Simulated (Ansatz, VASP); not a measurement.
# Cross-check of LaP between VASP and Ansatz, part 2 of 2

Aim: how closely do two programs agree when they are given the same cell, functional and k mesh? The cell is generated by rule, not measured, and may not be a known phase. The cell is taken from a series of runs on this material, whose earlier steps may have relaxed, scaled, displaced or heated it; both programs get it as it stands.

VASP 6.6.1 and Ansatz 0.2.0.

So far: The starting structure; Ansatz: relaxation of cell and atoms, PBEsol; VASP: relaxation of cell and atoms, PBEsol; Comparison.

The structure was built from a prototype and need not be the compound's stable phase.

## Step 5: Ansatz: zone-centre phonons, PBEsol

Level of this step: Ansatz beside VASP: Kohn-Sham DFT, plane waves, PBEsol (Ansatz).

Second derivatives magnify differences that forces hide, and they need a tight electronic threshold.

The cell is taken from a series of runs on this material, whose earlier steps may have relaxed, scaled, displaced or heated it; both programs get it as it stands.

Contents of input.yaml:

```yaml
crystal:
  lattice:
    - [0.0, 3.2715932356, 3.2715932356]
    - [3.2715932356, 0.0, 3.2715932356]
    - [3.2715932356, 3.2715932356, 0.0]
  atoms:
    - { symbol: La, position: [0.0, 0.0, 0.0] }
    - { symbol: P, position: [0.25, 0.25, 0.25] }
kpoints:
  mp_grid: { grid: [8, 8, 8] }
hamiltonian:
  xc: pbesol
  pseudopotentials: { kind: nc }
scf:
  occupations: { method: fixed }
output:
  eigenvalues: true
phonons:
  method: dfpt
  qmesh: [2, 2, 2]
  temperatures: { t_max: 1000, t_step: 50 }
  qpath:
    path:
      - [[0.0, 0.0, 0.0], [-0.5, -0.5, 0.0], [-0.375, -0.375, 0.25]]
      - [[-0.375, 0.0, 0.375], [0.0, 0.0, 0.0], [0.0, 0.0, 0.5], [-0.5, -0.25, 0.25], [-0.5, -0.5, 0.0]]
    npoints: 10
  non_analytic_term:
    high_frequency_dielectric_tensor: [[8.5786, 0.0, 0.0], [0.0, 8.5786, 0.0], [0.0, 0.0, 8.5786]]
    born_effective_charges:
      - { species: La, tensor: [[3.2247, 0.0, 0.0], [0.0, 3.2247, 0.0], [0.0, 0.0, 3.2247]] }
      - { species: P, tensor: [[-3.2247, 0.0, 0.0], [0.0, -3.2247, 0.0], [0.0, 0.0, -3.2247]] }
    source: "zone-centre run at this cell"
```

The run is started by

```console
> ansatz run input.yaml --threads 4 --pin off --max-ram 7168MiB --backend cpu --events-out ev --progress --plain --runs-dir out
```

Numbers of over 12 decimals in the logs are rounded to 6 here.

Output:

```text
[...]
largest difference from the sums on the solved wave vectors: F 5.42e-2 eV, S 8.65e-5 and C_V 3.22e-5 eV/K
  zero-point energy: 0.058958 eV/cell   skipped modes (ω ≤ 0): 3   left out of the sums: 1.22e-4 of the cell's modes: C_V's classical limit lies that fraction below 3 k_B per atom; for a crystal, a wire or a layer, F and S can be off by more, and a phonons.interpolated_qmesh denser along its periods is the remedy for the sampling
[key lines of the parts left out:]
SCF converged after 11 iterations
Free energy (F): -1145.837830 eV
Fermi energy:    5.990463 eV
```

## Step 6: VASP: zone-centre phonons, PBEsol

The same cell, functional and mesh now go to VASP, with its own data sets.

Contents of INCAR:

```
SYSTEM = LaP
PREC = Accurate
ENCUT = 500
EDIFF = 1E-08
NELM = 200
ISMEAR = 0
SIGMA = 0.01
LREAL = .FALSE.
ALGO = Normal
GGA = PS
NBANDS = 14
LASPH = .TRUE.
LORBIT = 11
LWAVE = .FALSE.
LCHARG = .FALSE.
ISIF = 2
IBRION = 8
GGA_COMPAT = .FALSE.
EFERMI = MIDGAP
LMAXMIX = 6
KPAR = 2
```

Contents of POSCAR:

```
LaP
1.0
    0.0000000000      3.2715932356      3.2715932356
    3.2715932356      0.0000000000      3.2715932356
    3.2715932356      3.2715932356      0.0000000000
La P
1 1
Direct
    0.0000000000      0.0000000000      0.0000000000
    0.2500000000      0.2500000000      0.2500000000
```

Contents of KPOINTS:

```
Automatic mesh
0
Gamma
8 8 8
0 0 0
```

PAW data sets: La and P (PBE family, release 64).

The run is started by

```console
> mpirun -np 2 vasp_std
```

Output:

```text
[banner, memory and clock lines left out]
running    2 mpi-ranks, on    1 nodes
[...]
[... a notice as in an earlier step ...]

 LDA part: xc-table for (Slater+PW92), standard interpolation
 POSCAR, INCAR and KPOINTS ok, starting setup
[...]
entering main loop
       N       E                     dE             d eps       ncg     rms          rms(c)
DAV:   1     0.143058852259E+03    0.14306E+03   -0.55828E+03   812   0.130E+03
DAV:   2     0.352288016297E+01   -0.13954E+03   -0.13150E+03  1060   0.202E+02
DAV:   3    -0.131521074736E+02   -0.16675E+02   -0.16365E+02  1072   0.107E+02
DAV:   4    -0.139922855088E+02   -0.84018E+00   -0.83577E+00  1534   0.198E+01
[...]
DAV:  18    -0.131401678332E+02    0.34607E-07   -0.65633E-08  1398   0.198E-03    0.185E-04
DAV:  19    -0.131401678174E+02    0.15777E-07   -0.16292E-08  1172   0.820E-04    0.111E-04
DAV:  20    -0.131401678237E+02   -0.62864E-08   -0.31134E-09   898   0.647E-04
   1 F= -.13140168E+02 E0= -.13140168E+02  d E =0.000000E+00
[...]
RMM:  33    -0.271629542142E+00   -0.12465E-07    0.54362E-09  6663   0.109E-03    0.142E-06
RMM:  34    -0.271629516218E+00    0.25924E-07    0.19487E-08  6673   0.108E-03    0.451E-06
RMM:  35    -0.271629522275E+00   -0.60572E-08    0.34322E-08  6747   0.108E-03    0.444E-06
 first order change of Fermi-energy   0.20580E-03
 force on displaced ion       1 direction 1 :  -5.417   0.000   0.000
 Linear response progress:
  Degree of freedom:   2/  2
       N       E                     dE             d eps       ncg     rms          rms(c)
RMM:   1    -0.559493143046E-01   -0.55949E-01   -0.14586E-02  6340   0.156E+00
RMM:   2    -0.520570735673E-01    0.38922E-02   -0.46710E-03  3964   0.743E-01    0.103E-01
RMM:   3    -0.526521908451E-01   -0.59512E-03   -0.16265E-03  5976   0.240E-01    0.476E-02
RMM:   4    -0.532930079924E-01   -0.64082E-03   -0.55048E-04  5522   0.205E-01    0.197E-02
[...]
RMM:  26    -0.532509948967E-01   -0.15402E-08   -0.10682E-07  6543   0.622E-04    0.195E-06
RMM:  27    -0.532509963532E-01   -0.14565E-08   -0.10117E-07  6449   0.620E-04    0.204E-06
RMM:  28    -0.532509965084E-01   -0.15521E-09   -0.90883E-08  6531   0.621E-04    0.231E-06
 first order change of Fermi-energy  -0.16630E-03
 force on displaced ion       2 direction 1 :  -5.395   0.000   0.000
 Linear response finished
```

From OUTCAR (step 6):

```text
  Total        0.0274233      0.0274233      0.0274233     -0.0000000     -0.0000000     -0.0000000
  in kB        0.6273684      0.6273684      0.6273684     -0.0000000     -0.0000000     -0.0000000
  external PRESSURE =       0.6273684 kB  Pullay stress =       0.0000000 kB

 POSITION                                       TOTAL-FORCE (eV/Angst)
 -----------------------------------------------------------------------------------
      0.00000      0.00000      0.00000        -0.000000     -0.000000     -0.000000
      1.63580      1.63580      1.63580         0.000000      0.000000      0.000000
 -----------------------------------------------------------------------------------
    total drift:                                0.000000      0.000000      0.000000

[... 1 part as in an earlier step ...]

[... 1 further part left out ...]
```

## Step 7: Differences

What differs besides the data sets and the points named for the pairs above, as far as they apply: VASP's run holds the zone centre alone. Total energies have different zeros and are not compared.

Compared:

| quantity | Ansatz | VASP | difference |
| --- | --- | --- | --- |
| optical mode 1 to 3 (cm⁻¹) | 239.5 | 240.8 | -0.52 % |

Modes are paired by rising frequency, not by their patterns, so a pair may set unlike modes beside each other; they are those without the splitting of longitudinal modes.

## Step 8: What came out

| Item | Value |
| --- | --- |
| difference in volume (relaxation of cell and atoms, PBEsol) | -0.13 % |
| r.m.s. difference of the optical zone-centre modes, each program's sorted by frequency (zone-centre phonons, PBEsol) | 1.3 cm⁻¹ |
| difference in optical mode 1 to 3 (zone-centre phonons, PBEsol) | -0.5 % |

In words: The difference in volume is -0.13 % (relaxation of cell and atoms, PBEsol), within the 1.2 % picked in this series as the mark of a large difference, as far as the stopping tolerances let one tell. Among the rows given in per cent, the largest difference of the zone-centre phonons, PBEsol pair is in optical mode 1 to 3, -0.5 %. 1 further run of this series is not shown here. Such differences can come from data sets, numerical settings and the points named under the comparisons, not from the functional's error against experiment.

[Lines on the potential files, build, host, timing and source positions are cut from VASP's logs without a mark.]

[Logs are printed without paths, hosts, clocks, repeated set-up lines and the standing remarks that a program may print on its own settings, such as how far it seeks lower states.]

[Hosts, paths, dates, database ids (printed as entryN), source tags and the programs' standing remarks are cut or masked in the printed files.]
